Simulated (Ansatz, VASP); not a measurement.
# CsBa3: energy against volume and a worked fit

It takes space group Pm-3m (No. 221, cubic). Conventional cell: a = 6.604 Å, b = 6.604 Å, c = 6.604 Å, α = 90.00°, β = 90.00°, γ = 90.00°.

The cell comes from a database or a generator and needn't be the stable form of this composition.

The cell was scaled at fixed shape and fractions and run with Ansatz, Ansatz PAW, cutoff 420 eV; PBE, k mesh 4 × 4 × 4 on the cell of 4 atoms, fermi-dirac occupations of 0.05 eV, no spin polarisation, no spin-orbit coupling. Energies are those that the program minimises, any entropy of the smearing included. For a metal such a mesh isn't converged to the digits shown.

| V (Å³/atom) | energy over the lowest row (meV/atom) |
| --- | --- |
| 67.6959 | 3.642 |
| 69.1362 | 1.234 |
| 70.5766 | 0.054 |
| 72.0169 | 0.000 |
| 73.4572 | ? |
| 74.8976 | 2.908 |
| 76.3379 | 5.711 |

Task: Fit the third-order Birch-Murnaghan form, give V0, B0 and B′, and predict the energy left open.

Result: With y = (V0/V)^(2/3), E = E0 + (9 V0 B0/16) [(y - 1)³ B′ + (y - 1)² (6 - 4y)]. Least squares through the rows shown give V0 = 71.3646 Å³/atom, E0 = -0.109 meV, B0 = 5.920 GPa (1 eV/Å³ = 160.218 GPa) and B′ = 3.22, with a largest miss of 0.001 meV. At V = 73.4572 the form with these constants gives 0.979 meV; the run gave 0.979 meV an atom. Other set-ups at this level, from all their volumes (Å³/atom, GPa): VASP, PBE PAW files Ba_sv, Cs_sv, 520 eV: V0 71.612, B0 5.946.
